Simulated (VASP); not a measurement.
# GW on BN (Qingsongite), part 3 of 3

Wanted: how far GW moves the Kohn-Sham levels of BN (Qingsongite). The cell is of the zinc-blende type, one of the forms listed for this formula. The start is a cell from a database of measured crystal structures.

VASP 6.6.1, plane waves and PAW; the level of theory is named at each step.

So far, quasiparticle gap on the mesh (eV): step 4 (G0W0, ENCUTGW 100, bands in the sums 32) 5.74; step 6 (G0W0, ENCUTGW 140, bands in the sums 48) 5.91.

## 7. Empty bands

This step: PBE; plane waves and PAW (B_GW, N_GW) (VASP 6.6.1).

The empty bands are made again, for the run that follows.

INCAR reads:

```
SYSTEM = BN
PREC = Accurate
ENCUT = 450
ISMEAR = 0
SIGMA = 0.01
LREAL = .FALSE.
GGA = PE
NBANDS = 72
ALGO = Exact
NELM = 1
LWAVE = .TRUE.
LCHARG = .FALSE.
LOPTICS = .TRUE.
NEDOS = 1000
CSHIFT = 0.1
```

POSCAR reads:

```
BN
1.0
    0.0000000000      1.8075000000      1.8075000000
    1.8075000000      0.0000000000      1.8075000000
    1.8075000000      1.8075000000      0.0000000000
B N
1 1
Direct
    0.0000000000      0.0000000000      0.0000000000
    0.2500000000      0.2500000000      0.2500000000
```

KPOINTS reads:

```
Automatic mesh
0
Gamma
8 8 8
0 0 0
```

The projector-augmented-wave data sets are B_GW and N_GW (PBE family, release 64).

The run is started by

```console
$ mpirun -np 8 vasp_std
```

What it wrote:

```text
[banner, memory and clock lines left out]
running    8 mpi-ranks, on    1 nodes
[...]
[... a notice as in an earlier step ...]

 LDA part: xc-table for (Slater+PW92), standard interpolation
 found WAVECAR, reading the header
  number of bands has changed, file:    10 present:    72
  trying to continue reading WAVECAR, but it might fail
 POSCAR, INCAR and KPOINTS ok, starting setup
[...]
reading WAVECAR
 random initialization beyond band           10
 the WAVECAR file was read successfully
 initial charge from wavefunction
 entering main loop
       N       E                     dE             d eps       ncg     rms          rms(c)
[... 1 cycle as in an earlier step ...]
   1 F= -.17446907E+02 E0= -.17446907E+02  d E =-.118515E-28
 writing wavefunctions
 optical routines
 imaginary and real dielectric function
 recalculating local potential from charge density
 direction            1
 direction            2
 direction            3
```

Wall time 4 s (8 MPI ranks of AMD EPYC 7R43, shared host); peak memory 0.62 GiB.

From OUTCAR (step 7):

```text
[... 5 parts as in an earlier step ...]

[... 2 further parts left out ...]
[key lines of the parts left out:]
E-fermi :   7.5383
```

WAVECAR now holds 72 bands for 8 electrons.

## 8. G0W0, ENCUTGW 180, bands in the sums 72

This step: G0W0 on PBE; plane waves and PAW (B_GW, N_GW) (VASP 6.6.1).

ENCUTGW rises to 180 eV and the bands with it, to about the number of plane waves under that cutoff.

INCAR reads:

```
SYSTEM = BN
PREC = Accurate
ENCUT = 450
ISMEAR = 0
SIGMA = 0.01
LREAL = .FALSE.
GGA = PE
NBANDS = 72
ALGO = EVGW0
NELMGW = 1
ENCUTGW = 180
NOMEGA = 48
PRECFOCK = Fast
NBANDSGW = 16
LWAVE = .FALSE.
LCHARG = .FALSE.
```

POSCAR is that of step 7.

KPOINTS is that of step 7.

The run is started by

```console
$ mpirun -np 8 vasp_std
```

What it wrote:

```text
[banner, memory and clock lines left out]
running    8 mpi-ranks, on    1 nodes
[...]
[... a notice as in an earlier step ...]

|                                                                             |
|           W    W    AA    RRRRR   N    N  II  N    N   GGGG   !!!           |
|           W    W   A  A   R    R  NN   N  II  NN   N  G    G  !!!           |
|           W    W  A    A  R    R  N N  N  II  N N  N  G       !!!           |
|           W WW W  AAAAAA  RRRRR   N  N N  II  N  N N  G  GGG   !            |
|           WW  WW  A    A  R   R   N   NN  II  N   NN  G    G                |
|           W    W  A    A  R    R  N    N  II  N    N   GGGG   !!!           |
|                                                                             |
|     The default for ENCUTGWSOFT is different in this version of VASP.       |
|     please manually set ENCUTGWSOFT =180 in the INCAR file.                 |
|                                                                             |

[...]
total number of BLAS operations        739.40 Gflops
NQ=  25    0.5000    0.3750    0.1250,
|.........|.........|.........|.........|.........|.........|.........|.........
 performed      23415000 updates of chi_q(r,r)
 total number of BLAS operations        786.18 Gflops
NQ=  26   -0.3750    0.3750    0.1250,
|.........|.........|.........|.........|.........|.........|.........|.........
 performed      24873000 updates of chi_q(r,r)
 total number of BLAS operations        833.97 Gflops
NQ=  27   -0.2500    0.3750    0.1250,
|.........|.........|.........|.........|.........|.........|.........|.........
 performed      26054000 updates of chi_q(r,r)
 total number of BLAS operations        873.91 Gflops
NQ=  28   -0.3750    0.5000    0.1250,
|.........|.........|.........|.........|.........|.........|.........|.........
 performed      26970000 updates of chi_q(r,r)
 total number of BLAS operations        905.85 Gflops
NQ=  29   -0.2500    0.5000    0.2500,
|.........|.........|.........|.........|.........|.........|.........|.........
 performed      27607000 updates of chi_q(r,r)
 total number of BLAS operations        929.45 Gflops
 resolving degeneracies of screened two electron integrals

 calculate QP shifts <psi_nk| G(iteration)W_0 |psi_nk>: iteration 1
 entering main loop
[key lines of the parts left out:]
E-fermi :   9.6932
```

Run time: 3.7 min. Hardware: 8 MPI ranks; peak memory 1.3 GiB; 29 min of CPU time.

Parts of OUTCAR (step 8):

```text
 QP shifts <psi_nk| G(iteration)W_0 |psi_nk>: iteration 1
 for sc-GW calculations column KS-energies equals QP-energies in previous step
 and V_xc(KS)=  KS-energies - (<T + V_ion + V_H > + <T+V_H+V_ion>^1  + <V_x>^1)
 k-point   1 :       0.0000    0.0000    0.0000
  band No.  KS-energies  QP-energies   sigma(KS)   V_xc(KS)     V^pw_x(r,r')   Z            occupation Imag(sigma)
      1     -12.7713     -14.8234     -18.1305     -15.4891     -26.4993       0.7769       2.0000       1.4224
      2       7.4633       6.5644     -19.3776     -18.2867     -21.8462       0.8240       2.0000       0.0860
      3       7.4633       6.5644     -19.3776     -18.2867     -21.8462       0.8240       2.0000       0.0860
      4       7.4633       6.5644     -19.3776     -18.2867     -21.8462       0.8240       2.0000       0.0860
      5      16.2832      17.5587     -12.2534     -13.7847      -7.0362       0.8330       0.0000      -0.0818
      6      16.2832      17.5587     -12.2534     -13.7847      -7.0362       0.8330       0.0000      -0.0818
      7      16.2832      17.5587     -12.2534     -13.7847      -7.0362       0.8330       0.0000      -0.0818
      8      17.8049      18.8939     -14.1017     -15.4381      -8.4177       0.8149       0.0000      -0.0997
    ...

[... 1 part as in an earlier step ...]

[... 2 further parts left out ...]
[key lines of the parts left out:]
E-fermi :   9.6932
```

The gap is now 6.019 eV, +106 meV against the GW run before.

## 9. Empty bands

This step: PBE; plane waves and PAW (B_GW, N_GW) (VASP 6.6.1).

The empty bands are made again, for the run that follows.

INCAR reads:

```
SYSTEM = BN
PREC = Accurate
ENCUT = 450
ISMEAR = 0
SIGMA = 0.01
LREAL = .FALSE.
GGA = PE
NBANDS = 88
ALGO = Exact
NELM = 1
LWAVE = .TRUE.
LCHARG = .FALSE.
LOPTICS = .TRUE.
NEDOS = 1000
CSHIFT = 0.1
```

POSCAR is that of step 8.

KPOINTS is that of step 8.

The run is started by

```console
$ mpirun -np 8 vasp_std
```

What it wrote:

```text
[banner, memory and clock lines left out]
running    8 mpi-ranks, on    1 nodes
[...]
[... a notice as in an earlier step ...]

 LDA part: xc-table for (Slater+PW92), standard interpolation
 found WAVECAR, reading the header
  number of bands has changed, file:    10 present:    88
  trying to continue reading WAVECAR, but it might fail
 POSCAR, INCAR and KPOINTS ok, starting setup
[...]
reading WAVECAR
 random initialization beyond band           10
 the WAVECAR file was read successfully
 initial charge from wavefunction
 entering main loop
       N       E                     dE             d eps       ncg     rms          rms(c)
[... 1 cycle as in an earlier step ...]
   1 F= -.17446907E+02 E0= -.17446907E+02  d E =-.595427E-38
 writing wavefunctions
 optical routines
 imaginary and real dielectric function
 recalculating local potential from charge density
 direction            1
 direction            2
 direction            3
```

Elapsed: 4.2 s, on 8 MPI ranks; peak memory 0.61 GiB; 25 s of CPU time.

OUTCAR, selected parts (step 9):

```text
  Total       -0.0476874     -0.0476874     -0.0476874      0.0000000     -0.0000000      0.0000000
  in kB       -6.4691815     -6.4691815     -6.4691815      0.0000000     -0.0000000      0.0000000
  external PRESSURE =      -6.4691815 kB  Pullay stress =       0.0000000 kB

[... 4 parts as in an earlier step ...]

[... 2 further parts left out ...]
[key lines of the parts left out:]
E-fermi :   7.5514
```

WAVECAR now holds 88 bands for 8 electrons.

## 10. G0W0, ENCUTGW 220, bands in the sums 88

This step: G0W0 on PBE; plane waves and PAW (B_GW, N_GW) (VASP 6.6.1).

ENCUTGW rises to 220 eV and the bands with it, to about the number of plane waves under that cutoff.

INCAR reads:

```
SYSTEM = BN
PREC = Accurate
ENCUT = 450
ISMEAR = 0
SIGMA = 0.01
LREAL = .FALSE.
GGA = PE
NBANDS = 88
ALGO = EVGW0
NELMGW = 1
ENCUTGW = 220
NOMEGA = 48
PRECFOCK = Fast
NBANDSGW = 16
LWAVE = .FALSE.
LCHARG = .FALSE.
```

POSCAR is that of step 9.

KPOINTS is that of step 9.

The run is started by

```console
$ mpirun -np 8 vasp_std
```

What it wrote:

```text
[banner, memory and clock lines left out]
running    8 mpi-ranks, on    1 nodes
[...]
[... a notice as in an earlier step ...]

|                                                                             |
|           W    W    AA    RRRRR   N    N  II  N    N   GGGG   !!!           |
|           W    W   A  A   R    R  NN   N  II  NN   N  G    G  !!!           |
|           W    W  A    A  R    R  N N  N  II  N N  N  G       !!!           |
|           W WW W  AAAAAA  RRRRR   N  N N  II  N  N N  G  GGG   !            |
|           WW  WW  A    A  R   R   N   NN  II  N   NN  G    G                |
|           W    W  A    A  R    R  N    N  II  N    N   GGGG   !!!           |
|                                                                             |
|     The default for ENCUTGWSOFT is different in this version of VASP.       |
|     please manually set ENCUTGWSOFT =220 in the INCAR file.                 |
|                                                                             |

[...]
total number of BLAS operations       1633.38 Gflops
NQ=  25    0.5000    0.3750    0.1250,
|.........|.........|.........|.........|.........|.........|.........|.........
 performed      28712000 updates of chi_q(r,r)
 total number of BLAS operations       1722.93 Gflops
NQ=  26   -0.3750    0.3750    0.1250,
|.........|.........|.........|.........|.........|.........|.........|.........
 performed      30497000 updates of chi_q(r,r)
 total number of BLAS operations       1843.86 Gflops
NQ=  27   -0.2500    0.3750    0.1250,
|.........|.........|.........|.........|.........|.........|.........|.........
 performed      31944000 updates of chi_q(r,r)
 total number of BLAS operations       1937.68 Gflops
NQ=  28   -0.3750    0.5000    0.1250,
|.........|.........|.........|.........|.........|.........|.........|.........
 performed      33068000 updates of chi_q(r,r)
 total number of BLAS operations       2017.14 Gflops
NQ=  29   -0.2500    0.5000    0.2500,
|.........|.........|.........|.........|.........|.........|.........|.........
 performed      33851000 updates of chi_q(r,r)
 total number of BLAS operations       2061.36 Gflops
 resolving degeneracies of screened two electron integrals

 calculate QP shifts <psi_nk| G(iteration)W_0 |psi_nk>: iteration 1
 entering main loop
[key lines of the parts left out:]
E-fermi :   9.6932
```

Elapsed: 4.4 min, on 8 MPI ranks; peak memory 1.5 GiB; 35 min of CPU time.

From OUTCAR (step 10):

```text
 QP shifts <psi_nk| G(iteration)W_0 |psi_nk>: iteration 1
 for sc-GW calculations column KS-energies equals QP-energies in previous step
 and V_xc(KS)=  KS-energies - (<T + V_ion + V_H > + <T+V_H+V_ion>^1  + <V_x>^1)
 k-point   1 :       0.0000    0.0000    0.0000
  band No.  KS-energies  QP-energies   sigma(KS)   V_xc(KS)     V^pw_x(r,r')   Z            occupation Imag(sigma)
      1     -12.7713     -14.9076     -18.2382     -15.4891     -26.4993       0.7771       2.0000       1.4571
      2       7.4633       6.4666     -19.4968     -18.2867     -21.8462       0.8236       2.0000       0.0913
      3       7.4633       6.4666     -19.4968     -18.2867     -21.8462       0.8236       2.0000       0.0913
      4       7.4633       6.4666     -19.4968     -18.2867     -21.8462       0.8236       2.0000       0.0913
      5      16.2832      17.5209     -12.2987     -13.7847      -7.0362       0.8329       0.0000      -0.0903
      6      16.2832      17.5209     -12.2987     -13.7847      -7.0362       0.8329       0.0000      -0.0903
      7      16.2832      17.5209     -12.2987     -13.7847      -7.0362       0.8329       0.0000      -0.0903
      8      17.8049      18.8160     -14.1973     -15.4381      -8.4177       0.8149       0.0000      -0.1105
    ...

[... 1 part as in an earlier step ...]

[... 2 further parts left out ...]
[key lines of the parts left out:]
E-fermi :   9.6932
```

The gap is now 6.083 eV, +64 meV against the GW run before.

## 11. Summary

This step: GW series: G0W0 on PBE; plane waves and PAW (VASP 6.6.1).

Derived from the runs above.

This step gave:

| Item | Value |
| --- | --- |
| gap extrapolated to a complete basis | 6.257 eV |
| direct gap extrapolated to a complete basis | 11.19 eV |

Cost is wall time times ranks on a shared host, with the step that makes the empty bands. GW runs:

```csv
level,bands,ENCUTGW (eV),NOMEGA,k mesh,starting gap (eV),quasiparticle gap (eV),direct gap (eV),cost (core minutes)
G0W0,32,100,48,8x8x8,4.46,5.742,10.81,17.71
G0W0,48,140,48,8x8x8,4.46,5.912,10.91,23.32
G0W0,72,180,48,8x8x8,4.46,6.019,10.99,30.27
G0W0,88,220,48,8x8x8,4.46,6.083,11.05,36.03
```

## 12. What came out

| Property | Result |
| --- | --- |
| G0W0 on PBE, 88 bands, ENCUTGW 220 eV, NOMEGA 48, mesh 8×8×8 | 4.460 → 6.083 eV |
| G0W0 on PBE, 32 bands, ENCUTGW 100 eV, NOMEGA 48, mesh 8×8×8 | 4.460 → 5.742 eV |
| gap at a complete basis (linear in ENCUTGW^-3/2) | 6.26 eV |

G0W0 gives a quasiparticle gap of 6.083 eV on the mesh, 1.62 eV over the PBE gap on the same mesh. On mesh and path the starting valence top lies at Γ and the conduction bottom at (0.5, 0.5, 0), so the starting gap is indirect. Both points lie on the GW mesh. The steps of the series move the gap by +170, +107, +64 meV; the last costs 1.2 times the one before. The last step lies outside a tolerance of 30 meV, picked for this account, and the last two together move the gap by +170 meV. Extrapolated from the last three points to a complete basis, the gap is 6.26 eV, +174 meV from the dearest run. The extrapolation removes the error of the response basis alone, at this mesh, ENCUT and data set. Not tabulated here, as repeats of values shown or as unfit to read for their mesh, reference level or band range: eps2 curves (empty bands); eps1 curves and static values (empty bands); gaps (empty bands).

[Lines on the potential files, build, host, timing and source positions are cut from VASP's logs without a mark.]

[Logs are printed without paths, hosts, clocks, repeated set-up lines and the standing remarks that a program may print on its own settings, such as how far it seeks lower states.]

[Hosts, paths, dates, database ids (printed as entryN), source tags and the programs' standing remarks are cut or masked in the printed files.]

[Pressures printed for these runs are not shown converged in the cutoff: they can be off by several GPa and have the wrong sign.]
